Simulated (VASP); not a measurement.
# Lattice of Cs3Be across functionals and dispersion corrections

Aim: relax Cs3Be with several functionals and dispersion schemes, and compare the cells. The levels: PBE, LDA, PBEsol, r2SCAN, PBE + D3(BJ), RPBE + D3, vdW-DF, r2SCAN + D3(BJ) and TPSS + TS. The cell is invented: it takes the structure of a Materials Project entry for Cs3Hg (space group 221 there), with some of its atoms replaced by other elements, volume scaled by an estimate. It may not be a known or stable phase. LASPH is on for some levels and off for others; the table marks which.

Method: PBE; plane waves and PAW (Cs_sv, Be), in the first sound run; inputs show where later runs differ, in VASP 6.6.1.

Most raw output is cut from this account.

**1. The starting structure**

Before any relaxation, the start is as follows. The structure is cubic, space group Pm-3m (No. 221). Conventional cell: a = 6.684 Å, b = 6.684 Å, c = 6.684 Å, α = 90.00°, β = 90.00°, γ = 90.00°. Cs has 4 Be at 4.73 Å and 8 Cs at 4.73 Å nearest. Nearest to Be lie 12 Cs at 4.73 Å. It derives from Cs3Hg. it takes the structure of a Materials Project entry for Cs3Hg (space group 221 there), with some of its atoms replaced by other elements, volume scaled by an estimate. Farther neighbours are not listed.

Structure file:

```
Cs Be
1.0
     6.68407    0.00000    0.00000
     0.00000    6.68407    0.00000
     0.00000    0.00000    6.68407
Cs Be
3 1
Direct
  0.00000 0.50000 0.50000
  0.50000 0.00000 0.50000
  0.50000 0.50000 0.00000
  0.00000 0.00000 0.00000
```

**2. Rough relaxation of the start cell**

The start is only an estimate, so a cheap relaxation brings it near a minimum before any careful run. PBE, the usual starting point, adds the gradient of the density.

The input, INCAR:

```
SYSTEM = Cs3Be
PREC = Normal
ENCUT = 400
EDIFF = 1E-05
NELM = 60
ISMEAR = -1
SIGMA = 0.05
LREAL = .FALSE.
ALGO = Fast
GGA = PE
NBANDS = 20
LORBIT = 11
LWAVE = .FALSE.
LCHARG = .FALSE.
KPAR = 2
IBRION = 2
NSW = 40
ISIF = 3
EDIFFG = -0.04
```

The input, POSCAR:

```
Cs3Be
1.0
    6.6840740000      0.0000000000      0.0000000000
    0.0000000000      6.6840740000      0.0000000000
    0.0000000000      0.0000000000      6.6840740000
Cs Be
3 1
Direct
    0.0000000000      0.5000000000      0.5000000000
    0.5000000000      0.0000000000      0.5000000000
    0.5000000000      0.5000000000      0.0000000000
    0.0000000000      0.0000000000      0.0000000000
```

The input, KPOINTS:

```
Automatic mesh
0
Gamma
3 3 3
0 0 0
```

The projector-augmented-wave data sets are Cs_sv and Be (PBE family, release 64).

Run with:

```
$ mpirun -np 2 vasp_std
```

It took 9.8 s on 2 MPI ranks of Intel Xeon 6975P-C (Granite Rapids), shared host; peak memory 0.4 GiB; 19 s of CPU time.

This run has no spin polarisation. Its electron count is odd, so without a moment it is a metal by construction. The k-mesh is coarse for a metal. This relaxation is a rough one on cheap settings, only to bring the start near its minimum. After so large a change of volume the plane waves of the start cell no longer fit, so the final stress carries a basis-set error. The run keeps the 48 symmetry operations of its start, so it cannot find a distortion of lower symmetry.

Step by step:

```
step  energy less that of the first step (eV)  largest force (eV/Å)  pressure (GPa)  volume (Å³)
   1                                   0.0000                0.0000           -0.21       298.62
   2                                  -0.0049                0.0000           -0.17       294.46
   3                                  -0.0117                0.0000           -0.12       287.21
   4                                  -0.0171                0.0000            0.01       273.08
```

```
conventional cell, symmetrised  before  after  change
                         a (Å)   6.684  6.488  -2.9 %
                         b (Å)   6.684  6.488  -2.9 %
                         c (Å)   6.684  6.488  -2.9 %
              volume (Å³/atom)   74.66  68.27  -8.6 %
```

Final coordinates:

```xyz
4
Lattice="6.4878 0.0000 0.0000 0.0000 6.4878 0.0000 0.0000 0.0000 6.4878" Properties=species:S:1:pos:R:3 pbc="T T T"
Cs    0.0000    3.2439    3.2439
Cs    3.2439    0.0000    3.2439
Cs    3.2439    3.2439    0.0000
Be    0.0000    0.0000    0.0000
```

This step gave:

- electrons: 29
- bands: 20
- irreducible k-points: 4
- symmetry operations: 48
- free energy (TOTEN): -3.482 eV
- energy at zero smearing: -3.469 eV
- Fermi energy: 1.184 eV
- pressure: 0.006100 GPa
- metallic: yes
- SCF cycles over all ionic steps: 33

It ends with forces that vanish by symmetry and a pressure of 0.01 GPa.

**3. Second relaxation**

A relaxation keeps the plane waves of the cell it began with, so it is repeated from the new cell, on a basis made for it.

INCAR is that of step 2.

The input, POSCAR:

```
Cs3Be
1.0
    6.4878180345      0.0000000000      0.0000000000
    0.0000000000      6.4878180345      0.0000000000
    0.0000000000      0.0000000000      6.4878180345
Cs Be
3 1
Direct
    0.0000000000      0.5000000000      0.5000000000
    0.5000000000      0.0000000000      0.5000000000
    0.5000000000      0.5000000000      0.0000000000
    0.0000000000      0.0000000000      0.0000000000
```

KPOINTS is that of step 2.

Run with:

```
$ mpirun -np 2 vasp_std
```

The job ended after 2.8 s (2 MPI ranks; peak memory 0.33 GiB).

Little changed from the start: no atom moved by 0.005 Å and no cell edge by 0.1 %.

This step gave:

```yaml
free_energy_toten: -3.480 eV
energy_at_zero_smearing: -3.467 eV
pressure: -7.85e-4 GPa
scf_cycles_over_all_ionic_steps: 12
```

It ends with forces that vanish by symmetry and a pressure of 0.00 GPa. The volume moved by under 0.01 %: the run met its threshold at the first step.

**4. Relaxation with PBE**

Properties are meant for the cell that this level of theory prefers, so cell and atoms are relaxed first (ISIF = 3) until forces and stress are small; EDIFFG sets the threshold.

The input, INCAR:

```
SYSTEM = Cs3Be
PREC = Accurate
ENCUT = 520
EDIFF = 1E-06
NELM = 100
ISMEAR = -1
SIGMA = 0.05
LREAL = .FALSE.
ALGO = Normal
GGA = PE
NBANDS = 20
LORBIT = 11
LWAVE = .FALSE.
LCHARG = .FALSE.
KPAR = 2
IBRION = 2
NSW = 60
ISIF = 3
EDIFFG = -0.01
```

POSCAR is that of step 3.

The input, KPOINTS:

```
Automatic mesh
0
Gamma
4 4 4
0 0 0
```

Run with:

```
$ mpirun -np 2 vasp_std
```

Run time: 14 s. Hardware: 2 MPI ranks; peak memory 0.64 GiB.

Little changed from the start: no atom moved by 0.005 Å and no cell edge by 0.1 %.

This step gave:

```
irreducible k-points    : 10
free energy (TOTEN)     : -3.434 eV
energy at zero smearing : -3.412 eV
Fermi energy            : 1.198 eV
pressure                : 0.01047 GPa
```

It ends with forces that vanish by symmetry and a pressure of 0.01 GPa.

**5. Relaxation with LDA**

This step: LDA; plane waves and PAW (Cs_sv, Be); invented cell (VASP 6.6.1).

LDA, the lowest rung, knows the local density alone.

INCAR, as its differences from that of step 4:

```diff
@@ -9,3 +9,3 @@
 ALGO = Normal
-GGA = PE
+GGA = CA
 NBANDS = 20
```

POSCAR is that of step 4.

KPOINTS is that of step 4.

Run with:

```
$ mpirun -np 2 vasp_std
```

Elapsed: 48 s, on 2 MPI ranks; peak memory 0.55 GiB; 94 s of CPU time.

The PAW data sets were made with PBE, though LDA sets exist; this is a small mismatch.

Relaxation path:

```
step  energy less that of the first step (eV)  largest force (eV/Å)  pressure (GPa)  volume (Å³)
   1                                   0.0000                0.0000           -0.72       273.08
   2                                  -0.0506                0.0000           -0.64       261.15
   3                                  -0.1477                0.0000           -0.34       230.61
   4                                  -0.0988                0.0000            0.77       176.86
   5                                  -0.1714                0.0000            0.00       209.77
```

```
conventional cell, symmetrised  before  after   change
                         a (Å)   6.488  5.942   -8.4 %
                         b (Å)   6.488  5.942   -8.4 %
                         c (Å)   6.488  5.942   -8.4 %
              volume (Å³/atom)   68.27  52.44  -23.2 %
```

The relaxed structure:

```
Cs Be
1.0
     5.94175    0.00000    0.00000
     0.00000    5.94175    0.00000
     0.00000    0.00000    5.94175
Cs Be
3 1
Direct
  0.00000 0.50000 0.50000
  0.50000 0.00000 0.50000
  0.50000 0.50000 0.00000
  0.00000 0.00000 0.00000
```

Numbers from this step:

```
free energy (TOTEN)             : -4.522 eV
energy at zero smearing         : -4.496 eV
Fermi energy                    : 1.861 eV
pressure                        : 9.77e-4 GPa
SCF cycles over all ionic steps : 45
```

It ends at 52.44 Å³/atom, -23.2 % from the start, with 0.00 GPa left.

**6. Relaxation with PBEsol**

This step: PBEsol; plane waves and PAW (Cs_sv, Be); invented cell (VASP 6.6.1).

PBEsol restores the gradient expansion of exchange and is tuned for the cells of solids.

INCAR, as its differences from that of step 5:

```diff
@@ -9,3 +9,3 @@
 ALGO = Normal
-GGA = CA
+GGA = PS
 NBANDS = 20
```

POSCAR is that of step 5.

KPOINTS is that of step 5.

Run with:

```
$ mpirun -np 2 vasp_std
```

Elapsed: 61 s, on 2 MPI ranks; peak memory 0.69 GiB.

The PAW data sets were made with PBE, which is usual practice but a small mismatch for other functionals.

Step by step:

```
step  energy less that of the first step (eV)  largest force (eV/Å)  pressure (GPa)  volume (Å³)
   1                                   0.0000                0.0000           -0.35       273.08
   2                                  -0.0116                0.0000           -0.30       267.30
   3                                  -0.0347                0.0000           -0.13       250.45
   4                                  -0.0171                0.0000            0.36       218.91
   5                                  -0.0392                0.0000           -0.01       240.72
```

```
conventional cell, symmetrised  before  after   change
                         a (Å)   6.488  6.221   -4.1 %
                         b (Å)   6.488  6.221   -4.1 %
                         c (Å)   6.488  6.221   -4.1 %
              volume (Å³/atom)   68.27  60.18  -11.8 %
```

Final coordinates:

```
Cs Be
1.0
     6.22071    0.00000    0.00000
     0.00000    6.22071    0.00000
     0.00000    0.00000    6.22071
Cs Be
3 1
Cartesian
  0.0000 3.1104 3.1104
  3.1104 0.0000 3.1104
  3.1104 3.1104 0.0000
  0.0000 0.0000 0.0000
```

It ends at 60.18 Å³/atom, -11.8 % from the start, with -0.01 GPa left.

**7. Relaxation with r2SCAN**

This step: r2SCAN; plane waves and PAW (Cs_sv, Be); invented cell (VASP 6.6.1).

r2SCAN adds the kinetic-energy density, costs more than a GGA and is run with LASPH.

INCAR, as its differences from that of step 6:

```diff
@@ -9,3 +9,4 @@
 ALGO = Normal
-GGA = PS
+METAGGA = R2SCAN
+LASPH = .TRUE.
 NBANDS = 20
```

POSCAR is that of step 6.

KPOINTS is that of step 6.

Run with:

```
$ mpirun -np 2 vasp_std
```

It took 3.2 min on 2 MPI ranks; peak memory 0.74 GiB.

The steps of the relaxation:

```
step  energy less that of the first step (eV)  largest force (eV/Å)  pressure (GPa)  volume (Å³)
   1                                   0.0000                0.0000           -0.10       273.08
   2                                  -0.0010                0.0000           -0.09       271.43
   3                                  -0.0027                0.0000           -0.03       266.49
   4                                  -0.0011                0.0000            0.09       256.80
   5                                  -0.0030                0.0000            0.00       263.92
```

```
conventional cell, symmetrised  before  after  change
                         a (Å)   6.488  6.414  -1.1 %
                         b (Å)   6.488  6.414  -1.1 %
                         c (Å)   6.488  6.414  -1.1 %
              volume (Å³/atom)   68.27  65.98  -3.4 %
```

The relaxed structure:

```xyz
4
Lattice="6.4144 0.0000 0.0000 0.0000 6.4144 0.0000 0.0000 0.0000 6.4144" Properties=species:S:1:pos:R:3 pbc="T T T"
Cs    0.0000    3.2072    3.2072
Cs    3.2072    0.0000    3.2072
Cs    3.2072    3.2072    0.0000
Be    0.0000    0.0000    0.0000
```

It ends at 65.98 Å³/atom, -3.4 % from the start, with 0.00 GPa left.

**8. Relaxation with PBE + D3(BJ)**

This step: PBE with D3(BJ); plane waves and PAW (Cs_sv, Be); invented cell (VASP 6.6.1).

A dispersion term adds the long-range attraction that semilocal functionals lack. D3 with Becke-Johnson damping keeps a finite attraction at short range.

INCAR, as its differences from that of step 7:

```diff
@@ -9,4 +9,4 @@
 ALGO = Normal
-METAGGA = R2SCAN
-LASPH = .TRUE.
+GGA = PE
+IVDW = 12
 NBANDS = 20
```

POSCAR is that of step 7.

KPOINTS is that of step 7.

Run with:

```
$ mpirun -np 2 vasp_std
```

Run time: 52 s. Hardware: 2 MPI ranks; peak memory 0.71 GiB.

Dispersion corrections of this kind ignore metallic screening and tend to overbind metals.

It ends at 61.94 Å³/atom, -9.3 % from the start, with -0.01 GPa left.

**9. Relaxation with RPBE + D3**

This step: RPBE with D3; plane waves and PAW (Cs_sv, Be); invented cell (VASP 6.6.1).

RPBE by itself binds more weakly than PBE and expands cells. D3 makes the C6 coefficients depend on coordination; zero damping switches the term off at short range.

INCAR, as its differences from that of step 8:

```diff
@@ -9,4 +9,4 @@
 ALGO = Normal
-GGA = PE
-IVDW = 12
+GGA = RP
+IVDW = 11
 NBANDS = 20
```

POSCAR is that of step 8.

KPOINTS is that of step 8.

Run with:

```
$ mpirun -np 2 vasp_std
```

Run time: 4.5 min. Hardware: 2 MPI ranks; peak memory 0.71 GiB.

The relaxation used up its NSW steps before forces and stress met EDIFFG.

**10. Relaxation with vdW-DF**

This step: vdW-DF; plane waves and PAW (Cs_sv, Be); invented cell (VASP 6.6.1).

The first vdW-DF uses revPBE exchange and tends to overestimate distances. LUSE_VDW switches on a nonlocal correlation term for dispersion.

INCAR, as its differences from that of step 9:

```diff
@@ -9,4 +9,6 @@
 ALGO = Normal
-GGA = RP
-IVDW = 11
+GGA = RE
+AGGAC = 0
+LUSE_VDW = .TRUE.
+LASPH = .TRUE.
 NBANDS = 20
```

POSCAR is that of step 9.

KPOINTS is that of step 9.

Run with:

```
$ mpirun -np 2 vasp_std
```

Run time: 3.5 min. Hardware: 2 MPI ranks; peak memory 1.7 GiB; 7 min of CPU time.

It ends at 70.23 Å³/atom, +2.9 % from the start, with 0.02 GPa left.

**11. Relaxation with r2SCAN + D3(BJ)**

This step: r2SCAN with D3(BJ); plane waves and PAW (Cs_sv, Be); invented cell (VASP 6.6.1).

INCAR, as its differences from that of step 10:

```diff
@@ -9,5 +9,8 @@
 ALGO = Normal
-GGA = RE
-AGGAC = 0
-LUSE_VDW = .TRUE.
+METAGGA = R2SCAN
+IVDW = 12
+VDW_S6 = 1
+VDW_S8 = 0.78981345
+VDW_A1 = 0.49484001
+VDW_A2 = 5.73083694
 LASPH = .TRUE.
```

POSCAR is that of step 10.

KPOINTS is that of step 10.

Run with:

```
$ mpirun -np 2 vasp_std
```

The job ended after 3.1 min (2 MPI ranks; peak memory 0.75 GiB).

It ends at 63.06 Å³/atom, -7.6 % from the start, with 0.00 GPa left.

**12. Relaxation with TPSS + TS**

This step: TPSS with TS; plane waves and PAW (Cs_sv, Be); invented cell (VASP 6.6.1).

TPSS is an older meta-GGA. The Tkatchenko-Scheffler scheme scales free-atom polarisabilities by Hirshfeld volumes.

INCAR, as its differences from that of step 11:

```diff
@@ -9,8 +9,4 @@
 ALGO = Normal
-METAGGA = R2SCAN
-IVDW = 12
-VDW_S6 = 1
-VDW_S8 = 0.78981345
-VDW_A1 = 0.49484001
-VDW_A2 = 5.73083694
+METAGGA = TPSS
+IVDW = 20
 LASPH = .TRUE.
```

POSCAR is that of step 11.

KPOINTS is that of step 11.

Run with:

```
$ mpirun -np 2 vasp_std
```

Elapsed: 7.6 min, on 2 MPI ranks; peak memory 1 GiB.

Plain TS starts from free neutral atoms, whose polarisability is far too large for alkali and alkaline-earth ions, so it can overbind such cells badly.

It ends at 32.08 Å³/atom, -53.0 % from the start, with -0.05 GPa left.

**13. The cells as a table**

This step: relaxed cells at several levels; plane waves and PAW; invented cell (VASP 6.6.1).

Derived from the runs above.

Cost is the wall time of each run times its ranks; LASPH differs between rows, which moves results and costs too. Results by level, by row:

```
          level  volume (Å³/atom)  change from the start (%)  cost (core minutes)  LASPH
            PBE             68.27                          0                0.467    off
            LDA             52.44                      -23.2                  1.6    off
         PBEsol             60.18                      -11.8                 2.03    off
         r2SCAN             65.98                       -3.4                 6.43     on
   PBE + D3(BJ)             61.94                       -9.3                 1.73    off
         vdW-DF             70.23                        2.9                 7.03     on
r2SCAN + D3(BJ)             63.06                       -7.6                 6.17     on
      TPSS + TS             32.08                        -53                 15.3     on
```

**14. Summary of results**

```yaml
volume_pbe: 68.27 Å³/atom
volume_lda: 52.44 Å³/atom
volume_pbesol: 60.18 Å³/atom
volume_r2scan: 65.98 Å³/atom
volume_pbe_d3_bj: 61.94 Å³/atom
volume_vdw_df: 70.23 Å³/atom
volume_r2scan_d3_bj: 63.06 Å³/atom
volume_tpss_ts: 32.08 Å³/atom
```

What this shows: For Cs3Be the levels give volumes between 32.08 Å³/atom (TPSS + TS) and 70.23 Å³/atom (vdW-DF), a spread of 118.9 %, while the cost of the finished runs spans a factor of 33. The costs hold the number of ionic steps as well as the price of the functional. Pairwise corrections of the D and TS kind ignore the screening in a metal, so they may overbind here. Plain TS (TPSS + TS) starts from free neutral atoms, far too polarisable for alkali and alkaline-earth ions, and can overbind such cells badly. Within 0.02 Å all end in space group Pm-3m; the runs can't lower the symmetry of the start. The k-sampling is coarse for a metal, so the Fermi level, pressures and the shape of the cell carry errors. LASPH is on for some levels and off for others, so differences between them are not the functional's alone. Not obtained: RPBE + D3, because the run did not converge. Each is a single relaxation on the plane waves of the start cell, so larger changes of volume carry a basis-set error that was not tested here. Zero-point and thermal expansion are not included. Nothing here tests the cell against competing phases.

[Lines on the potential files, build, host, timing and source positions are cut from VASP's logs without a mark.]

[Logs are printed without paths, hosts, clocks, repeated set-up lines and the standing remarks that a program may print on its own settings, such as how far it seeks lower states.]

[Hosts, paths, dates, database ids (printed as entryN), source tags and the programs' standing remarks are cut or masked in the printed files.]

[A measured line is paired with the nearest computed mode of its activity, which favours agreement.]
